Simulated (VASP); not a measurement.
An input for Ansatz (written as the equivalent of a VASP run, and not itself run):

Ansatz 0.2 input:
```yaml
crystal:
  lattice:
    - [2.8800000, 0.0000000, 0.0000000]
    - [0.0000000, 2.8800000, 0.0000000]
    - [0.0000000, 0.0000000, 2.8800000]
  atoms:
    - { symbol: Cr, position: [0.0000000, 0.0000000, 0.0000000], spin: 1.5 }
    - { symbol: Cr, position: [0.5000000, 0.5000000, 0.5000000], spin: -1.5 }
kpoints:
  mp_grid: { grid: [11, 11, 11] }
hamiltonian:
  xc: pbe
  pseudopotentials: { kind: paw }
magnetization: { spin_polarized: true }
scf:
  occupations: { method: methfessel_paxton, width: 0.1 }
  max_iter: 100
output: { forces: true, stress: true, eigenvalues: true }
```

Write the VASP files for the same calculation (PBE).

Several could match; the one computed here: 
File POSCAR:
```
Cr
1.0
  2.8800000000   0.0000000000   0.0000000000
  0.0000000000   2.8800000000   0.0000000000
  0.0000000000   0.0000000000   2.8800000000
Cr
2
Cart
  0.0000000000   0.0000000000   0.0000000000
  1.4400000000   1.4400000000   1.4400000000
```

### INCAR
```
! general
SYSTEM =Cr
PREC   =Accurate
ENCUT  =400   ! plane-wave cut-off (eV)
LREAL  =.FALSE.   ! projection in real space or not
LASPH  =.TRUE.   ! aspherical one-centre terms

! electronic loop
EDIFF  =1E-6   ! SCF stop (eV)
NELM   =100   ! most electronic steps
ALGO   =Normal   ! blocked Davidson
LMAXMIX=4

! smearing
ISMEAR =1
SIGMA  =0.1

! functional
GGA    =PE   ! PBE

! spin
ISPIN  =2
MAGMOM =1.5 -1.5

! ions
ISIF   =2   ! forces and stress, cell fixed

! output
LWAVE  =.FALSE.
LCHARG =.FALSE.
LORBIT =10
```

KPOINTS:
```
Automatic mesh
0
Gamma
11 11 11
0 0 0
```

POTCAR, in this order: Cr_pv (PBE.64 set). Program: vasp_std.

Limits of the translation: each code has its own PAW files, so the cut-off isn't converted (ENCUT is set for VASP's; basis.ecutwfc is left out, and Ansatz then takes the one that its files recommend); Ansatz stops its SCF on the density residual and VASP on the energy change (EDIFF).

The compound is Cr in the bcc, AFM order structure. The cell was not relaxed at this level.
